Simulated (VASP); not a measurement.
Calculation: PBEsol GGA, VASP's PBE PAW potentials (set 64) (plane waves; VASP 6.6.1).

Input for VASP

**INCAR**
```
ALGO  =  Normal   # blocked Davidson
LMAXMIX  =  4   # l cut-off of mixed one-centre charges
LASPH  =  .TRUE.   # aspherical one-centre terms
DIPOL  =  0.5 0.5 0.5
EDIFF  =  1E-5   # SCF stop (eV)
ISMEAR  =  1
GGA  =  PS
LWAVE  =  .TRUE.
NELM  =  100   # most electronic steps
ISIF  =  2   # forces and stress, cell fixed
IDIPOL  =  3
LREAL  =  .FALSE.   # projection in real space or not
LCHARG  =  .FALSE.
PREC  =  Normal
SIGMA  =  0.1   # width (eV)
NELMIN  =  4
EDIFFG  =  -0.03
IBRION  =  2   # conjugate gradients
ENCUT  =  400   # plane-wave cut-off (eV)
NSW  =  50   # most ionic steps
LDIPOL  =  .TRUE.
SYSTEM  =  Cu(211) slab
```

KPOINTS:
```
Automatic mesh
0
Gamma
5 11 1
0 0 0
```

### POSCAR
```
Cu(211) slab
1
    6.1794671388    -0.0000000000    -0.0000000000
   -0.0000000000     2.5227565885     0.0000000000
    0.0000000000     0.0000000000    25.0199109048
Cu
14
Direct
  0.8333330000   0.2500000000   0.3108040000
  0.1666670000   0.7500000000   0.3399110000
  0.5000000000   0.2500000000   0.3690180000
  0.8333330000   0.7500000000   0.3981250000
  0.1666670000   0.2500000000   0.4272320000
  0.5000000000   0.7500000000   0.4563390000
  0.8333330000   0.2500000000   0.4854460000
  0.1666670000   0.7500000000   0.5145540000
  0.5000000000   0.2500000000   0.5436610000
  0.8333330000   0.7500000000   0.5727680000
  0.1666670000   0.2500000000   0.6018750000
  0.5000000000   0.7500000000   0.6309820000
  0.8333330000   0.2500000000   0.6600890000
  0.1666670000   0.7500000000   0.6891960000
```

POTCAR, in this order: Cu (PBE.64 set). Program: vasp_std.

The resulting files:

### OSZICAR
```
...
DAV:   7    -0.567047239640E+02   -0.87325E-05   -0.55579E-04  5252   0.580E-01    0.378E-02
DAV:   8    -0.567047089096E+02    0.15054E-04   -0.88273E-05  3596   0.189E-01    0.211E-02
DAV:   9    -0.567047066838E+02    0.22258E-05   -0.23862E-05  2088   0.812E-02
   2 F= -.56704707E+02 E0= -.56702864E+02  d E =-.348042E-01
       N       E                     dE             d eps       ncg     rms          rms(c)
DAV:   1    -0.566704445105E+02    0.34264E-01   -0.33898E+01  3488   0.206E+01    0.581E-01
DAV:   2    -0.567386145069E+02   -0.68170E-01   -0.74400E-01  5024   0.902E+00    0.706E-01
DAV:   3    -0.567323734964E+02    0.62410E-02   -0.39861E-02  3660   0.588E+00    0.337E-01
DAV:   4    -0.567324063819E+02   -0.32885E-04   -0.11409E-02  3512   0.123E+00    0.297E-01
DAV:   5    -0.567313967494E+02    0.10096E-02   -0.37888E-03  3748   0.140E+00    0.207E-01
DAV:   6    -0.567310299066E+02    0.36684E-03   -0.50862E-03  5128   0.186E+00    0.875E-02
DAV:   7    -0.567309913459E+02    0.38561E-04   -0.14741E-03  4708   0.107E+00    0.676E-02
DAV:   8    -0.567309393489E+02    0.51997E-04   -0.33665E-04  3888   0.341E-01    0.365E-02
DAV:   9    -0.567309318454E+02    0.75035E-05   -0.85748E-05  3452   0.143E-01
   3 F= -.56730932E+02 E0= -.56729174E+02  d E =-.610293E-01
       N       E                     dE             d eps       ncg     rms          rms(c)
DAV:   1    -0.567315575553E+02   -0.61821E-03   -0.61269E+00  3480   0.879E+00    0.181E-01
DAV:   2    -0.567425197450E+02   -0.10962E-01   -0.11566E-01  5048   0.291E+00    0.238E-01
DAV:   3    -0.567422494354E+02    0.27031E-03   -0.61514E-03  3584   0.162E+00    0.150E-01
DAV:   4    -0.567421549490E+02    0.94486E-04   -0.11221E-03  3576   0.589E-01    0.133E-01
DAV:   5    -0.567418518056E+02    0.30314E-03   -0.69417E-04  5580   0.450E-01    0.616E-02
DAV:   6    -0.567418280074E+02    0.23798E-04   -0.47106E-04  3896   0.748E-01    0.410E-02
DAV:   7    -0.567418061986E+02    0.21809E-04   -0.20329E-04  4112   0.448E-01    0.101E-02
DAV:   8    -0.567418101758E+02   -0.39772E-05   -0.56194E-05  3092   0.674E-02
   4 F= -.56741810E+02 E0= -.56740210E+02  d E =-.108783E-01
       N       E                     dE             d eps       ncg     rms          rms(c)
DAV:   1    -0.567285015625E+02    0.13305E-01   -0.10598E+01  3480   0.116E+01    0.249E-01
DAV:   2    -0.567479298873E+02   -0.19428E-01   -0.20580E-01  5048   0.394E+00    0.325E-01
DAV:   3    -0.567473110376E+02    0.61885E-03   -0.10934E-02  3596   0.229E+00    0.198E-01
DAV:   4    -0.567471541817E+02    0.15686E-03   -0.21749E-03  3572   0.803E-01    0.175E-01
DAV:   5    -0.567466173262E+02    0.53686E-03   -0.12246E-03  5168   0.607E-01    0.832E-02
DAV:   6    -0.567465773558E+02    0.39970E-04   -0.92042E-04  3884   0.101E+00    0.563E-02
DAV:   7    -0.567465381190E+02    0.39237E-04   -0.39356E-04  4496   0.610E-01    0.141E-02
DAV:   8    -0.567465453124E+02   -0.71935E-05   -0.10611E-04  4492   0.959E-02    0.144E-02
DAV:   9    -0.567465431859E+02    0.21265E-05   -0.17970E-05  2016   0.748E-02
   5 F= -.56746543E+02 E0= -.56745159E+02  d E =-.156113E-01
       N       E                     dE             d eps       ncg     rms          rms(c)
DAV:   1    -0.567446608028E+02    0.18845E-02   -0.35686E+00  3472   0.670E+00    0.136E-01
DAV:   2    -0.567506031954E+02   -0.59424E-02   -0.62830E-02  4972   0.211E+00    0.172E-01
DAV:   3    -0.567504681586E+02    0.13504E-03   -0.34317E-03  3556   0.120E+00    0.112E-01
DAV:   4    -0.567504077095E+02    0.60449E-04   -0.56102E-04  3596   0.405E-01    0.989E-02
DAV:   5    -0.567502268375E+02    0.18087E-03   -0.45315E-04  5804   0.323E-01    0.438E-02
DAV:   6    -0.567502162320E+02    0.10606E-04   -0.23197E-04  3840   0.565E-01    0.277E-02
DAV:   7    -0.567502079113E+02    0.83207E-05   -0.97935E-05  3616   0.302E-01
   6 F= -.56750208E+02 E0= -.56748856E+02  d E =-.366473E-02
       N       E                     dE             d eps       ncg     rms          rms(c)
DAV:   1    -0.567249279599E+02    0.25288E-01   -0.15661E+01  3464   0.141E+01    0.322E-01
DAV:   2    -0.567529692908E+02   -0.28041E-01   -0.29943E-01  5008   0.502E+00    0.412E-01
DAV:   3    -0.567516348631E+02    0.13344E-02   -0.16504E-02  3616   0.303E+00    0.242E-01
DAV:   4    -0.567514055984E+02    0.22926E-03   -0.34822E-03  3540   0.910E-01    0.213E-01
DAV:   5    -0.567505624842E+02    0.84311E-03   -0.18767E-03  4488   0.762E-01    0.108E-01
DAV:   6    -0.567504575544E+02    0.10493E-03   -0.16045E-03  3988   0.130E+00    0.672E-02
DAV:   7    -0.567504311807E+02    0.26374E-04   -0.80900E-04  5676   0.751E-01    0.249E-02
DAV:   8    -0.567504360480E+02   -0.48673E-05   -0.13605E-04  4200   0.141E-01    0.214E-02
DAV:   9    -0.567504305859E+02    0.54621E-05   -0.19651E-05  1988   0.780E-02
   7 F= -.56750431E+02 E0= -.56749095E+02  d E =-.388740E-02
       N       E                     dE             d eps       ncg     rms          rms(c)
DAV:   1    -0.567458114742E+02    0.46246E-02   -0.35908E+00  3472   0.673E+00    0.120E-01
DAV:   2    -0.567520494670E+02   -0.62380E-02   -0.64516E-02  4864   0.168E+00    0.145E-01
DAV:   3    -0.567518948495E+02    0.15462E-03   -0.14086E-03  3564   0.625E-01    0.112E-01
DAV:   4    -0.567518171829E+02    0.77667E-04   -0.27865E-04  3732   0.419E-01    0.991E-02
DAV:   5    -0.567516233761E+02    0.19381E-03   -0.34761E-04  6012   0.287E-01    0.405E-02
DAV:   6    -0.567516075813E+02    0.15795E-04   -0.15427E-04  4916   0.363E-01    0.237E-02
DAV:   7    -0.567516041759E+02    0.34054E-05   -0.75348E-05  3508   0.224E-01
   8 F= -.56751604E+02 E0= -.56750269E+02  d E =-.506099E-02
       N       E                     dE             d eps       ncg     rms          rms(c)
DAV:   1    -0.567506552271E+02    0.95235E-03   -0.14699E+00  3448   0.432E+00    0.807E-02
DAV:   2    -0.567531613160E+02   -0.25061E-02   -0.26204E-02  4932   0.117E+00    0.974E-02
DAV:   3    -0.567531235728E+02    0.37743E-04   -0.91124E-04  3504   0.585E-01    0.742E-02
DAV:   4    -0.567530883877E+02    0.35185E-04   -0.14417E-04  3588   0.286E-01    0.655E-02
DAV:   5    -0.567530118963E+02    0.76491E-04   -0.33522E-04  5908   0.220E-01    0.321E-02
DAV:   6    -0.567530005087E+02    0.11388E-04   -0.62692E-05  3616   0.307E-01    0.227E-02
DAV:   7    -0.567529939948E+02    0.65139E-05   -0.22587E-05  1900   0.126E-01
   9 F= -.56752994E+02 E0= -.56751632E+02  d E =-.138982E-02
       N       E                     dE             d eps       ncg     rms          rms(c)
DAV:   1    -0.567524350270E+02    0.56548E-03   -0.46094E-01  3448   0.242E+00    0.442E-02
DAV:   2    -0.567532332439E+02   -0.79822E-03   -0.82728E-03  4908   0.630E-01    0.495E-02
DAV:   3    -0.567532237462E+02    0.94977E-05   -0.23819E-04  3560   0.282E-01    0.402E-02
DAV:   4    -0.567532133477E+02    0.10399E-04   -0.43509E-05  3112   0.193E-01    0.353E-02
DAV:   5    -0.567531956437E+02    0.17704E-04   -0.11945E-04  4752   0.107E-01    0.214E-02
DAV:   6    -0.567531913597E+02    0.42841E-05   -0.20371E-05  2124   0.128E-01
  10 F= -.56753191E+02 E0= -.56751813E+02  d E =-.158718E-02
       N       E                     dE             d eps       ncg     rms          rms(c)
DAV:   1    -0.567526504340E+02    0.54521E-03   -0.54293E-01  3464   0.263E+00    0.500E-02
DAV:   2    -0.567536126768E+02   -0.96224E-03   -0.10054E-02  4932   0.670E-01    0.528E-02
DAV:   3    -0.567535910622E+02    0.21615E-04   -0.20310E-04  3568   0.267E-01    0.421E-02
DAV:   4    -0.567535786021E+02    0.12460E-04   -0.44627E-05  3132   0.187E-01    0.361E-02
DAV:   5    -0.567535606639E+02    0.17938E-04   -0.11881E-04  4880   0.850E-02    0.158E-02
DAV:   6    -0.567535573115E+02    0.33524E-05   -0.12625E-05  1944   0.137E-01
  11 F= -.56753557E+02 E0= -.56752192E+02  d E =-.365952E-03
```

**OUTCAR**
```
------------------------ aborting loop because EDIFF is reached ----------------------------------------
  FORCE on cell =-STRESS in cart. coord.  units (eV):
  Direction    XX          YY          ZZ          XY          YZ          ZX
  --------------------------------------------------------------------------------------
  Total       -2.5945681     -5.5379078     -1.1445415      0.0000000      0.0000000      0.0424335
  in kB      -10.6577009    -22.7480498     -4.7014301      0.0000000      0.0000000      0.1743042
  external PRESSURE =     -12.7023936 kB  Pullay stress =       0.0000000 kB
  volume of cell :      390.04
      direct lattice vectors                 reciprocal lattice vectors
     6.179467139  0.000000000  0.000000000     0.161826251  0.000000000  0.000000000
     0.000000000  2.522756589  0.000000000     0.000000000  0.396391790  0.000000000
     0.000000000  0.000000000 25.019910905     0.000000000  0.000000000  0.039968168
 POSITION                                       TOTAL-FORCE (eV/Angst)
 -----------------------------------------------------------------------------------
      5.18555      0.63069      7.89495        -0.002163     -0.000000      0.010599
      1.02892      1.89207      8.52029         0.002975      0.000000     -0.004854
      3.06657      0.63069      9.17256        -0.004843      0.000000      0.017663
      5.10873      1.89207      9.97929         0.000788     -0.000000      0.003616
      1.02554      0.63069     10.68569        -0.001885     -0.000000      0.008254
      3.07899      1.89207     11.40680         0.001756     -0.000000      0.008591
      5.14620      0.63069     12.14953         0.001902     -0.000000     -0.002836
      1.03327      1.89207     12.87038        -0.001902      0.000000      0.002836
      3.10047      0.63069     13.61311        -0.001756     -0.000000     -0.008591
      5.15393      1.89207     14.33422         0.001885     -0.000000     -0.008254
      1.07073      0.63069     15.04062        -0.000788      0.000000     -0.003616
      3.11290      1.89207     15.84735         0.004843     -0.000000     -0.017663
      5.15054      0.63069     16.49962        -0.002975     -0.000000      0.004854
      0.99392      1.89207     17.12496         0.002163      0.000000     -0.010599
 -----------------------------------------------------------------------------------
    total drift:                                0.000000     -0.000000     -0.000000
  FREE ENERGIE OF THE ION-ELECTRON SYSTEM (eV)
  ---------------------------------------------------
  free  energy   TOTEN  =       -56.7535573115 eV

  energy  without entropy=      -56.7494617023  energy(sigma->0) =      -56.75219211

 reached required accuracy - stopping structural energy minimisation
```
(Selected blocks of OUTCAR.)

**CONTCAR**
```
Cu(211) slab
   1.00000000000000
     6.1794671387999998    0.0000000000000000    0.0000000000000000
     0.0000000000000000    2.5227565885000001    0.0000000000000000
     0.0000000000000000    0.0000000000000000   25.0199109047999997
  Cu
    14
Direct
     0.8391583583651521    0.2500000000000000    0.3155467854752613
     0.1665069117410870    0.7500000000000000    0.3405403968365717
     0.4962516241761867    0.2500000000000000    0.3666103273094983
     0.8267271146089893    0.7500000000000000    0.3988537756486047
     0.1659589293051059    0.2500000000000000    0.4270874555126398
     0.4982619146744913    0.7500000000000000    0.4559090192938031
     0.8327899286363010    0.2500000000000000    0.4855946281572791
     0.1672100713636988    0.7500000000000000    0.5144053718427208
     0.5017380853255088    0.2500000000000000    0.5440909807061969
     0.8340410706948940    0.7500000000000000    0.5729125444873603
     0.1732728853910106    0.2500000000000000    0.6011462243513952
     0.5037483758238135    0.7500000000000000    0.6333896726905017
     0.8334930882589130    0.2500000000000000    0.6594596031634283
     0.1608416416348478    0.7500000000000000    0.6844532145247387
```

The cell is a thin slab with vacuum, built from Cu (fcc): (211) face.
